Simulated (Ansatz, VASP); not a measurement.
# InF: VASP beside Ansatz

One calculation is typed for both programs; each brings its own data sets. How far apart do they land? The two relaxations start from unlike cells of this crystal (the structure described is Ansatz's start), so only their ends are compared.

Method: plane waves, with VASP 6.6.1 beside it; PBEsol, in Ansatz 0.2.0.

The structure was built from a prototype and need not be the compound's stable phase.

**1. Starting point**

It takes space group Cmcm (No. 63, orthorhombic). Conventional cell: a = 3.524 Å, b = 10.084 Å, c = 3.892 Å, α = 90.00°, β = 90.00°, γ = 90.00°. Nearest to In lie 1 F at 2.45 Å. F has 1 In at 2.45 Å nearest. As first built, before any earlier steps moved the atoms or strained the cell (in the runner's words): all Cl replaced by F and Tl replaced by In in the Cmcm structure of TlCl. Farther neighbours and most contacts between anions are not listed.

Structure file:

```cif
data_structure
_symmetry_space_group_name_H-M 'Cmcm'
_symmetry_Int_Tables_number 63
_cell_length_a 3.5243
_cell_length_b 10.0844
_cell_length_c 3.8921
_cell_angle_alpha 90.000
_cell_angle_beta 90.000
_cell_angle_gamma 90.000
_cell_volume 138.33
loop_
_atom_site_label
_atom_site_type_symbol
_atom_site_symmetry_multiplicity
_atom_site_Wyckoff_symbol
_atom_site_fract_x
_atom_site_fract_y
_atom_site_fract_z
_atom_site_occupancy
In1 In 4 c 0.50000 0.88686 0.25000 1
F1 F 4 c 0.00000 0.85650 0.75000 1
```

**2. VASP: relaxation of cell and atoms, PBEsol**

The relaxed volume is the usual yardstick between codes: in a stiff, nearly cubic crystal its relative difference is about their pressure difference at one cell divided by the bulk modulus.

Lines of VASP's logs that name or quote its potential files are left out, and so is its time.

The input, INCAR:

```
SYSTEM = InF
PREC = Accurate
ENCUT = 600
EDIFF = 1E-07
NELM = 120
ISMEAR = -1
SIGMA = 0.05
LREAL = .FALSE.
ALGO = Normal
GGA = PS
NBANDS = 26
LORBIT = 11
LWAVE = .FALSE.
LCHARG = .FALSE.
ISIF = 3
IBRION = 2
NSW = 80
EDIFFG = -0.005
LASPH = .TRUE.
GGA_COMPAT = .FALSE.
NELMIN = 4
KPAR = 2
```

The input, POSCAR:

```
InF
1.0
    1.5822876180     -5.7540318358      0.0000000000
    1.5822876180      5.7540318358      0.0000000000
    0.0000000000      0.0000000000      3.9671645332
In F
2 2
Direct
    0.6163411321      0.3836588679      0.2500000000
    0.3836588679      0.6163411321      0.7500000000
    0.1867108765      0.8132891235      0.7500000000
    0.8132891235      0.1867108765      0.2500000000
```

The input, KPOINTS:

```
Automatic mesh
0
Gamma
7 7 6
0 0 0
```

Potentials, in the order of the species: In_d and F (PBE family, release 64).

Command:

```console
$ mpirun -np 2 vasp_std
```

Numbers of over 12 decimals in the logs are rounded to 6 here.

What it wrote:

```text
[banner, memory and clock lines left out]
running    2 mpi-ranks, on    1 nodes
 distrk:  each k-point on    1 cores,    2 groups
 distr:  one band on    1 cores,    1 groups

 POSCAR found type information on POSCAR InF
 POSCAR found :  2 types and       4 ions
|                                                                             |
|               ----> ADVICE to this user running VASP <----                  |
|                                                                             |
|     You enforced a specific xc type in the INCAR file but a different       |
|     [... a line on the potential file left out ...]
|     I HOPE YOU KNOW WHAT YOU ARE DOING!                                     |
|                                                                             |

 LDA part: xc-table for (Slater+PW92), standard interpolation
 POSCAR, INCAR and KPOINTS ok, starting setup
 FFT: planning ... GRIDC
 FFT: planning ... GRID_SOFT
 FFT: planning ... GRID
 WAVECAR not read
 entering main loop
       N       E                     dE             d eps       ncg     rms          rms(c)
DAV:   1     0.470607859350E+03    0.47061E+03   -0.22088E+04  3330   0.228E+03
DAV:   2     0.476124653149E+02   -0.42300E+03   -0.40829E+03  3566   0.517E+02
DAV:   3    -0.150155795633E+02   -0.62628E+02   -0.61643E+02  3904   0.202E+02
DAV:   4    -0.176334849944E+02   -0.26179E+01   -0.25988E+01  4074   0.432E+01
DAV:   5    -0.177065777013E+02   -0.73093E-01   -0.73062E-01  4254   0.691E+00    0.744E+00
DAV:   6    -0.162528082495E+02    0.14538E+01   -0.61412E+00  4900   0.239E+01    0.486E+00
DAV:   7    -0.162253658653E+02    0.27442E-01   -0.56907E-01  3528   0.455E+00    0.170E+00
DAV:   8    -0.162051163168E+02    0.20250E-01   -0.54728E-02  4058   0.179E+00    0.785E-01
DAV:   9    -0.161994318777E+02    0.56844E-02   -0.15393E-02  4912   0.129E+00    0.219E-01
DAV:  10    -0.161996466161E+02   -0.21474E-03   -0.31387E-03  4312   0.512E-01    0.144E-01
DAV:  11    -0.161997056565E+02   -0.59040E-04   -0.18655E-04  4454   0.101E-01    0.588E-02
DAV:  12    -0.161997078416E+02   -0.21851E-05   -0.29132E-05  4052   0.437E-02    0.268E-02
DAV:  13    -0.161997047612E+02    0.30804E-05   -0.18313E-05  5060   0.325E-02    0.859E-03
DAV:  14    -0.161997047095E+02    0.51713E-07   -0.14312E-06  3468   0.804E-03    0.144E-03
DAV:  15    -0.161997047044E+02    0.51359E-08   -0.37473E-08  1890   0.191E-03
   1 F= -.16199705E+02 E0= -.16198046E+02  d E =-.161997E+02
[... from here on, the cycles between the ionic steps are left out ...]
   2 F= -.16199791E+02 E0= -.16198122E+02  d E =-.864560E-04
   3 F= -.16199822E+02 E0= -.16198144E+02  d E =-.117666E-03
   4 F= -.16199890E+02 E0= -.16198205E+02  d E =-.677558E-04
   5 F= -.16200015E+02 E0= -.16198308E+02  d E =-.192604E-03
   6 F= -.16199908E+02 E0= -.16198155E+02  d E =-.857263E-04
   7 F= -.16200033E+02 E0= -.16198314E+02  d E =-.210815E-03
   8 F= -.16200096E+02 E0= -.16198365E+02  d E =-.628823E-04
   9 F= -.16200147E+02 E0= -.16198401E+02  d E =-.113753E-03
  10 F= -.16200159E+02 E0= -.16198383E+02  d E =-.126185E-03
  11 F= -.16200167E+02 E0= -.16198407E+02  d E =-.134265E-03
 curvature:  -5.46 expect dE=-0.202E-03 dE for cont linesearch -0.881E-06
 trial: gam= 0.31763 g(F)=  0.150E-04 g(S)=  0.221E-04 ort = 0.680E-05 (trialstep = 0.134E+01)
 search vector abs. value=  0.702E-04
 bond charge predicted
       N       E                     dE             d eps       ncg     rms          rms(c)
DAV:   1    -0.162003648376E+02   -0.19741E-03   -0.34517E-02  4218   0.148E+00    0.104E-01
DAV:   2    -0.162002431169E+02    0.12172E-03   -0.11296E-03  3694   0.338E-01    0.422E-02
DAV:   3    -0.162002083723E+02    0.34745E-04   -0.96086E-05  4662   0.124E-01    0.192E-02
DAV:   4    -0.162001997308E+02    0.86415E-05   -0.15638E-05  4988   0.498E-02    0.850E-03
DAV:   5    -0.162001988306E+02    0.90016E-06   -0.28616E-06  4570   0.163E-02    0.504E-03
DAV:   6    -0.162001986020E+02    0.22861E-06   -0.45124E-07  2924   0.677E-03    0.189E-03
DAV:   7    -0.162001985440E+02    0.58014E-07   -0.53828E-08  1692   0.276E-03
  12 F= -.16200199E+02 E0= -.16198438E+02  d E =-.310932E-04
 trial-energy change:   -0.000031  1 .order   -0.000031   -0.000053   -0.000009
 step:   1.6259(harm=  1.6259)  dis= 0.00146  next Energy=   -16.200199 (dE=-0.318E-04)
 reached required accuracy - stopping structural energy minimisation
```

Parts of OUTCAR (step 2):

```text
ion  position               nearest neighbor table
   1  0.616  0.384  0.250-   4 2.27   3 2.66   3 2.66   3 2.66   3 2.66   2 3.33   2 3.33   2 3.99
                             2 3.99   2 3.99   2 3.99
   2  0.384  0.616  0.750-   3 2.27   4 2.66   4 2.66   4 2.66   4 2.66   1 3.33   1 3.33   1 3.99
                             1 3.99   1 3.99   1 3.99
   3  0.187  0.813  0.750-   2 2.27   1 2.66   1 2.66   1 2.66   1 2.66
   4  0.813  0.187  0.250-   1 2.27   2 2.66   2 2.66   2 2.66   2 2.66

  LATTYP: Found a base centered orthorhombic cell.
 ALAT       =     3.1645752360
 B/A-ratio  =     3.6365271208
 C/A-ratio  =     1.2536167534

 Subroutine GETGRP returns: Found  8 space group operations
 (whereof  4 operations were pure point group operations)

The static configuration has the point symmetry C_2h.
 The point group associated with its full space group is D_2h.

 Found     64 irreducible k-points:

   k-points           NKPTS =     64   k-points in BZ     NKDIM =     64   number of bands    NBANDS=     26

   dimension x,y,z NGX =    48 NGY =   48 NGZ =   32
   dimension x,y,z NGXF=    96 NGYF=   96 NGZF=   64

   ENCUT  =  600.0 eV  44.10 Ry    6.64 a.u.  11.92 11.92  7.92*2*pi/ulx,y,z

   NELECT =      40.0000    total number of electrons

 k-points in reciprocal lattice and weights: Automatic mesh
   0.00000000  0.00000000  0.00000000       0.003
   0.14285714  0.00000000  0.00000000       0.014
   0.28571429  0.00000000  0.00000000       0.014
   0.42857143  0.00000000  0.00000000       0.014
   0.14285714  0.14285714  0.00000000       0.007
   0.28571429  0.14285714  0.00000000       0.014
   0.42857143  0.14285714  0.00000000       0.014
  -0.42857143  0.14285714  0.00000000       0.014
  -0.28571429  0.14285714  0.00000000       0.014
[...]
0.42857143  0.42857143  0.50000000       0.007
  -0.42857143  0.42857143  0.50000000       0.007

 average (electrostatic) potential at core
       1 -95.3845       2 -95.3845       3 -74.4844       4 -74.4844

 E-fermi :   5.5634

 k-point     1 :       0.0000    0.0000    0.0000
  band No.  band energies     occupation
    ...
     16      -0.2659      2.00000
     17       0.4908      2.00000
     18       0.6112      2.00000
     19       1.0438      2.00000
     20       4.1085      2.00000
     21       7.1222      0.00000
     22       9.7236      0.00000
     23      12.3171      0.00000
     24      12.3844      0.00000
     25      13.1091      0.00000
    ...

 k-point     2 :       0.1429    0.0000    0.0000
  band No.  band energies     occupation
    ...
     16      -0.4247      2.00000
     17       0.4068      2.00000
     18       0.6362      2.00000
     19       1.2387      2.00000
     20       4.1956      2.00000
     21       7.4670      0.00000
     22       9.8705      0.00000
     23      11.2877      0.00000
     24      12.3499      0.00000
     25      12.3945      0.00000
    ...

 k-point     3 :       0.2857    0.0000    0.0000
  band No.  band energies     occupation
    ...
     16      -0.0926      2.00000
     17       0.3173      2.00000
     18       0.6565      2.00000
     19       1.7967      2.00000
     20       4.5719      2.00000
     21       7.4507      0.00000
     22       9.1872      0.00000
     23      10.2391      0.00000
     24      10.2464      0.00000
     25      12.5742      0.00000
    ...

  Total        0.0172232      0.0018377      0.0093376      0.0000000      0.0000000      0.0000000
  in kB        0.3793068      0.0404709      0.2056431      0.0000000      0.0000000      0.0000000
  external PRESSURE =       0.2084736 kB  Pullay stress =       0.0000000 kB

  energy-cutoff  :      600.00
  volume of cell :       72.75
      direct lattice vectors                 reciprocal lattice vectors
     1.584997707 -5.811208889 -0.000000000     0.315457870 -0.086040617 -0.000000000
     1.584997707  5.811208889  0.000000000     0.315457870  0.086040617  0.000000000
     0.000000000 -0.000000000  3.949193503     0.000000000 -0.000000000  0.253216258

 POSITION                                       TOTAL-FORCE (eV/Angst)
 -----------------------------------------------------------------------------------
      1.58500     -1.36284      0.98730         0.000000      0.001183      0.000000
      1.58500      1.36284      2.96190         0.000000     -0.001183     -0.000000
      1.58500      3.63643      2.96190         0.000000     -0.001237     -0.000000
      1.58500     -3.63643      0.98730         0.000000      0.001237      0.000000
 -----------------------------------------------------------------------------------
    total drift:                                0.000000     -0.000000     -0.000000

  FREE ENERGIE OF THE ION-ELECTRON SYSTEM (eV)
  ---------------------------------------------------
  free  energy   TOTEN  =       -16.2001985440 eV

  energy  without entropy=      -16.1966780647  energy(sigma->0) =      -16.19843830

 reached required accuracy - stopping structural energy minimisation

 total charge
# of ion       s       p       d       tot
------------------------------------------
    1        1.056   0.296   9.877  11.229
    2        1.056   0.296   9.877  11.229
    3        1.741   4.293   0.000   6.034
    4        1.741   4.293   0.000   6.034
--------------------------------------------------
tot          5.594   9.178  19.755  34.526

[... 3 further parts left out ...]
```

CONTCAR:

```
InF
   1.00000000000000
     1.5849977067527825   -5.8112088886128026   -0.0000000000000000
     1.5849977067527825    5.8112088886128026    0.0000000000000000
     0.0000000000000000   -0.0000000000000000    3.9491935025536202
  In              F
     2     2
Direct
     0.6172599091371290    0.3827400908628709    0.2500000000000000
     0.3827400908628709    0.6172599091371290    0.7500000000000000
     0.1871195821036909    0.8128804178963090    0.7500000000000000
     0.8128804178963090    0.1871195821036909    0.2500000000000000
```

The k-mesh is coarse for a metal. The run keeps the 8 symmetry operations of its start, so it cannot find a distortion of lower symmetry.

[end of part 1 of 2]

[Lines on the potential files, build, host, timing and source positions are cut from VASP's logs without a mark.]

[Logs are printed without paths, hosts, clocks, repeated set-up lines and the standing remarks that a program may print on its own settings, such as how far it seeks lower states.]

[Hosts, paths, dates, database ids (printed as entryN), source tags and the programs' standing remarks are cut or masked in the printed files.]
